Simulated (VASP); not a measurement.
BaZr2O3:

```
CELL_PARAMETERS angstrom
2.44155 -4.13215 0.00000
2.44155 4.13215 0.00000
0.00000 0.00000 4.91829
ATOMIC_POSITIONS crystal
Ba 0.50000 0.50000 0.50000
Zr 0.50000 0.50000 0.00000
Zr 0.00000 0.00000 0.50000
O 0.24120 0.75880 0.50000
O 0.75880 0.24120 0.50000
O 0.00000 0.00000 0.00000
```

The cell was built by a generator and needn't be a form met in nature.

```yaml
Program: VASP 6.6.1
Task: relaxation of cell and atoms
Functional: PBE
Potentials_or_basis: VASP PAW PBE potentials, release 64 (Ba_sv, Zr_sv, O)
Cutoff: 520 eV
k_mesh: 3 × 3 × 3
Occupations: gaussian, width 0.15 eV
Spin: no spin polarisation
```

At the start: pressure 34.3 GPa; volume 16.54 Å³/atom.

Task: How do energy, volume and symmetry change on relaxing?

Result: Over 8 steps the energy falls by 613.7 meV/atom and the volume is 22.05 Å³/atom (+33.3 %); space group Cmmm (No. 65, to 0.05 Å).

The path:
```tsv
step	energy change (eV)	largest force (eV/Å)	pressure (GPa)	volume (Å³)
1	0.0000	5.2230	34.25	99.24
2	-2.6659	0.7891	-10.88	158.78
3	-3.5945	1.2098	-1.82	132.26
4	-3.4468	2.5833	5.28	129.31
5	-3.6791	0.0585	0.59	131.11
6	-3.6793	0.0307	0.59	131.09
7	-3.6792	0.0066	0.64	131.06
8	-3.6822	0.0219	0.19	132.30
```

Final structure:
```
Ba Zr O
1.0
     2.81717   -4.41151    0.00000
     2.81717    4.41151    0.00000
     0.00000    0.00000    5.32263
Ba Zr O
1 2 3
Cartesian
  2.8172 0.0000 2.6613
  2.8172 0.0000 5.3226
  0.0000 0.0000 2.6613
  2.8172 2.4808 2.6613
  2.8172 -2.4808 2.6613
  5.6343 0.0000 5.3226
```

Caveat: the k mesh is coarse (spacing up to 0.50 Å⁻¹), so the values aren't converged; the volume moved by over 15 % at a fixed basis, so the end points are rough.
